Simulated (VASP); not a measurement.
Method: r2SCAN meta-GGA, VASP's PBE PAW potentials (set 64) (plane waves; VASP).

VASP ran on this input.

### KPOINTS
```
Automatic
0
G
  6 6 6
```

**POSCAR**
```
LiNbO3
1.0
  2.6018864232   1.5022000250   4.7237179630
 -2.6018864172   1.5022000352   4.7237179630
 -0.0000000059  -3.0044000602   4.7237179630
Li Nb O
2 2 6
direct
  0.6425113964   0.6425113964   0.6425113964
  0.3574886036   0.3574886036   0.3574886036
  0.8564151020   0.8564151020   0.8564151020
  0.1435848980   0.1435848980   0.1435848980
  0.0446924319   0.4383588841   0.7830539072
  0.9553075681   0.5616411159   0.2169460928
  0.7830539072   0.0446924318   0.4383588841
  0.2169460928   0.9553075682   0.5616411159
  0.4383588841   0.7830539072   0.0446924319
  0.5616411159   0.2169460928   0.9553075681
```

INCAR:
```
SYSTEM=LiNbO3
PREC=Accurate; ENCUT=520; LREAL=.False.
LASPH=.True.
EDIFF=1E-7; NELM=100; ALGO=Normal
LMAXMIX=4; LMIXTAU=.True.
ISMEAR=-5
METAGGA=R2SCAN
ISIF=2
LWAVE=.False.; LCHARG=.False.; LORBIT=11
NEDOS=601
LEFG=.True.
```

### KPOINTS_OPT
```
k-points along high-symmetry lines
8
Line-mode
Reciprocal
  0.000000   0.000000   0.000000 ! GAMMA
 -0.500000  -0.500000  -0.500000 ! T

 -0.500000  -0.500000  -0.500000 ! T
 -0.500000  -0.232741  -0.767259 ! H_2

 -0.232741   0.232741  -0.500000 ! H_0
  0.000000   0.000000  -0.500000 ! L

  0.000000   0.000000  -0.500000 ! L
  0.000000   0.000000   0.000000 ! GAMMA

  0.000000   0.000000   0.000000 ! GAMMA
  0.000000   0.366371  -0.366371 ! S_0

 -0.366370   0.000000  -0.633630 ! S_2
 -0.500000   0.000000  -0.500000 ! F

 -0.500000   0.000000  -0.500000 ! F
  0.000000   0.000000   0.000000 ! GAMMA
```

POTCAR, in this order: Li_sv Nb_sv O (PBE.64 set). Program: vasp_std.

**Question.** What does the run give for the energy per atom (σ→0), band gap (over mesh and band path)?

**Answer.** 
```
Property                                      Value
----------------------------------  ---------------
energy per atom (σ→0)               -11.829 eV/atom
band gap (over mesh and band path)          4.41 eV
```

OSZICAR:
```
...
DAV:  31    -0.118292954150E+03   -0.64795E-06   -0.96710E-09  1600   0.110E-03    0.573E-04
DAV:  32    -0.118292953422E+03    0.72777E-06   -0.51164E-09  1600   0.911E-04    0.225E-04
DAV:  33    -0.118292952770E+03    0.65219E-06   -0.46703E-09  1600   0.624E-04    0.206E-04
DAV:  34    -0.118292953524E+03   -0.75446E-06   -0.18684E-09  1600   0.479E-04    0.161E-04
DAV:  35    -0.118292953538E+03   -0.13346E-07   -0.86248E-10  1600   0.309E-04
   1 F= -.11829295E+03 E0= -.11829295E+03  d E =0.000000E+00
       N       E                     dE             ncg
       N       E                     dE             ncg
```

The structure comes from a computed database's LiNbO3 entry (R-3); how it stands against other phases isn't given here. It was relaxed first, which changed the volume by -5 %.
